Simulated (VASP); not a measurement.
The system is MgO (Periclase).

```xyz
2
Lattice="0.0000 2.1039 2.1039 2.1039 0.0000 2.1039 2.1039 2.1039 0.0000" Properties=species:S:1:pos:R:3 pbc="T T T"
Mg    0.0000    0.0000    0.0000
O     2.1039    2.1039    2.1039
```

Program: VASP 6.6.1. Alike in all runs: potentials or basis VASP PAW PBE potentials, release 64 (Mg, O); no spin polarisation; cell as given; cutoff (eV) 520; smearing gaussian 0.03 eV. Hardware: 1 thread of Intel(R) Xeon(R) 6975P-C (Granite Rapids), with other jobs on the host.

**Question.** Order these runs on this cell by their wall time, lowest first.
A. task band structure; level r2SCAN; k mesh 12 × 12 × 12
B. task dielectric tensor; level PBE; k mesh 18 × 18 × 18; monkhorst-Pack mesh yes
C. task optical spectrum; level PBE; k mesh 12 × 12 × 12

**Answer.** C (14 s), A (53 s), B (300 s).

Caveats: spectra need much finer meshes, so this one isn't converged (some runs); independent-particle spectra lack excitons (some runs).
